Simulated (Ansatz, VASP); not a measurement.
# Cross-check of BaAl6ZnSi13O37 (glassy 72SiO2-17Al2O3-6BaO-6ZnO (mol %)) between VASP and Ansatz, part 2 of 2

One calculation is typed for both programs; each brings its own data sets. How far apart do they land? Of the first pair: The structure shown is the start of the Ansatz relaxation below; VASP solves that cell, so the two are compared at the walk's first step.

VASP 6.6.1 and Ansatz 0.2.0.

So far. Step 3 (VASP: single point, revPBE, start cell, pair 1): The run ends at a pressure of 14.24 GPa, with forces up to 5.4 eV/Å.

**6. VASP: single point, revPBE, relaxed cell, pair 2**

Level of this step: revPBE; plane waves and PAW (Si, Al, Ba_sv, Zn, O) (VASP).

The same cell, functional and mesh now go to VASP, with its own data sets.

INCAR

```
SYSTEM = BaAl6ZnSi13O37
PREC = Accurate
ENCUT = 600
EDIFF = 1E-06
NELM = 120
ISMEAR = 0
SIGMA = 0.01
LREAL = Auto
ALGO = Normal
GGA = RE
NBANDS = 400
LORBIT = 11
LWAVE = .FALSE.
LCHARG = .FALSE.
ISIF = 2
LASPH = .TRUE.
GGA_COMPAT = .FALSE.
EFERMI = MIDGAP
NCORE = 4
```

POSCAR

```
BaAl6ZnSi13O37
1.0
   11.5092560000     -0.1337090000     -0.1832810000
   -0.1337090000     11.7113030000      0.2993910000
   -0.1832810000      0.2993910000     11.3178030000
Si Al Ba Zn O
26 12 2 2 74
Direct
    0.3889400000      0.9105100000      0.7604300000
    0.3741100000      0.5180400000      0.9879900000
    0.7223700000      0.9349500000      0.6533100000
    0.2724200000      0.7576100000      0.0574100000
    0.9562400000      0.4734300000      0.9227500000
    0.9588800000      0.5063800000      0.4741700000
    0.9920200000      0.9044100000      0.4321600000
    0.7312900000      0.3751500000      0.1069700000
    0.7742200000      0.9868500000      0.2859000000
    0.3695800000      0.1616500000      0.5213400000
    0.2112300000      0.9008700000      0.2717800000
    0.1277100000      0.8624600000      0.8396300000
    0.1066400000      0.1011900000      0.5517300000
    0.9073400000      0.0135100000      0.0594300000
    0.1731800000      0.4728700000      0.8098900000
    0.5967400000      0.7289400000      0.5386900000
    0.0610500000      0.2486200000      0.0798900000
    0.7347000000      0.6029400000      0.0202500000
    0.2123500000      0.5895500000      0.5630600000
    0.7076500000      0.2270600000      0.3366600000
    0.8777900000      0.5601100000      0.2289500000
    0.8102700000      0.5152000000      0.6992400000
    0.3525200000      0.8219600000      0.5075100000
    0.5099000000      0.8580100000      0.1231800000
    0.3965300000      0.4122800000      0.4774900000
    0.4886100000      0.1454500000      0.8814500000
    0.5633200000      0.3734000000      0.7186200000
    0.7407800000      0.2254000000      0.8602100000
    0.6598400000      0.7242400000      0.2884800000
    0.4937700000      0.0742400000      0.2960800000
[... 80 atom lines left out ...]
    0.4837500000      0.9580800000      0.2126800000
    0.8868900000      0.9898500000      0.3788800000
    0.3808200000      0.9074800000      0.6148100000
    0.7219400000      0.8608500000      0.2877900000
    0.4786600000      0.4221400000      0.5937800000
    0.0734600000      0.5817300000      0.5205600000
```

KPOINTS

```
Automatic mesh
0
Gamma
1 1 1
0 0 0
```

Potentials, in the order of the species: Si, Al, Ba_sv, Zn and O (PBE family, release 64).

The run is started by

```
> mpirun -np 16 vasp_gam
```

Numbers of over 12 decimals in the logs are rounded to 6 here.

Log:

```text
[banner, memory and clock lines left out]
running   16 mpi-ranks, on    1 nodes
[...]
[... a notice as in an earlier step ...]

 LDA part: xc-table for (Slater+PW92), standard interpolation
 POSCAR, INCAR and KPOINTS ok, starting setup
[...]
entering main loop
       N       E                     dE             d eps       ncg     rms          rms(c)
DAV:   1     0.704461316133E+04    0.70446E+04   -0.38457E+05   800   0.177E+03
DAV:   2    -0.176146126949E+03   -0.72208E+04   -0.69220E+04   984   0.424E+02
DAV:   3    -0.933277717679E+03   -0.75713E+03   -0.74865E+03   928   0.154E+02
DAV:   4    -0.960419164240E+03   -0.27141E+02   -0.26986E+02   960   0.326E+01
[...]
DAV:  19    -0.838938671319E+03   -0.37200E-06   -0.16339E-05  1160   0.169E-02    0.703E-03
DAV:  20    -0.838938673255E+03   -0.19363E-05   -0.50556E-06   840   0.832E-03    0.307E-03
DAV:  21    -0.838938673711E+03   -0.45566E-06   -0.13315E-06   624   0.284E-03
   1 F= -.83893867E+03 E0= -.83893867E+03  d E =0.000000E+00
```

Parts of OUTCAR (step 6):

```text
  Total       -3.6287321     -3.4386621     -3.6407666     -0.1653539      0.0403404      0.1471452
  in kB       -3.8151380     -3.6153042     -3.8277908     -0.1738481      0.0424126      0.1547040
  external PRESSURE =      -3.7527443 kB  Pullay stress =       0.0000000 kB

 POSITION                                       TOTAL-FORCE (eV/Angst)
 -----------------------------------------------------------------------------------
      4.21529     10.83892      8.80771        -0.032723      0.070066     -0.005296
      4.05538      6.31270     11.26841        -0.001679     -0.028712      0.023461
      8.06919     11.04849      7.54155         0.023498     -0.021170     -0.029463
[...]
2.31759      9.17832      2.33827         0.024759      0.033403     -0.004116
      9.58689      4.97638      2.09628        -0.017075      0.022564     -0.000495
      7.57192      1.03902      3.45525         0.003669     -0.001794     -0.008901
      7.49133      5.61876      0.65718         0.006390      0.002386      0.007751
      9.62130      2.71397      3.64022         0.059935      0.016330     -0.006682
      3.20068     10.43358      4.60322        -0.003680     -0.018690      0.013207
      8.46871      3.65476     11.26707        -0.012322     -0.017297     -0.048963
      0.35505     11.71624     10.03179        -0.055702     -0.020880     -0.009092
      7.33906      7.76618      4.96167         0.009444      0.009186     -0.031710
      4.90788      9.56649      9.46507         0.043782     -0.045189      0.000213
[...]
-----------------------------------------------------------------------------------
    total drift:                               -0.005151     -0.012397     -0.008720

  FREE ENERGIE OF THE ION-ELECTRON SYSTEM (eV)
  ---------------------------------------------------
  free  energy   TOTEN  =      -838.9386737111 eV

  energy  without entropy=     -838.9386737111  energy(sigma->0) =     -838.93867371

[... 1 part as in an earlier step ...]

[... 2 further parts left out ...]
[key lines of the parts left out:]
E-fermi :   4.0770
```

The run ends at a pressure of -0.38 GPa, with forces up to 0.100 eV/Å.

**7. Comparison**

What differs besides the data sets and the points named for the pairs above, as far as they apply: the cutoff is 420 eV in Ansatz and 600 eV in VASP (PREC = Accurate, projectors in real space). Total energies have different zeros and are not compared.

Both answers:

| quantity | Ansatz | VASP | difference |
| --- | --- | --- | --- |
| pressure (GPa) | -0.01 | -0.38 | +0.37 |
| gap on the k mesh (eV) | 3.506 | 3.490 | +0.016 |

Forces on 7 of the 116 atoms, those with the largest forces and the largest differences (eV/Å; atoms numbered as in POSCAR):

| atom | Ansatz x, y, z | VASP x, y, z |
| --- | --- | --- |
| Si1 | -0.013, 0.002, 0.000 | -0.033, 0.070, -0.005 |
| O51 | 0.002, 0.007, -0.003 | -0.058, -0.066, 0.035 |
| O81 | -0.002, 0.006, 0.004 | -0.056, 0.022, -0.048 |
| O97 | 0.013, 0.006, 0.002 | -0.015, 0.088, -0.029 |
| O98 | 0.001, -0.009, -0.005 | 0.023, 0.096, -0.013 |
| O100 | 0.001, -0.002, 0.008 | 0.030, -0.005, 0.074 |
| O110 | -0.002, 0.004, 0.015 | -0.058, -0.043, 0.039 |

The forces differ by 26 meV/Å r.m.s., where the r.m.s. force is 0.006 eV/Å in Ansatz and 0.027 eV/Å in VASP: the atoms lie near their places of rest in Ansatz, so a percentage would say little (all taken over all components). A gap on the mesh is an upper bound, since the band edges may lie between its points.

**8. What came out**

```yaml
r_m_s_force_difference_single_point_revpbe_start_cell_pair_1: 2.0 % of the r.m.s. force
r_m_s_force_difference_single_point_revpbe_relaxed_cell_pair_2: 26 meV/Å
```

What this shows: The r.m.s. force difference is 26 meV/Å (single point, revPBE, relaxed cell, pair 2), beyond the 12 meV/Å picked in this series as the mark of a large difference. What causes the difference of the single point, revPBE, relaxed cell, pair 2 pair stays open here. Such differences can come from data sets, numerical settings and the points named under the comparisons, not from the functional's error against experiment.

[Lines on the potential files, build, host, timing and source positions are cut from VASP's logs without a mark.]

[Logs are printed without paths, hosts, clocks, repeated set-up lines and the standing remarks that a program may print on its own settings, such as how far it seeks lower states.]

[Hosts, paths, dates, database ids (printed as entryN), source tags and the programs' standing remarks are cut or masked in the printed files.]
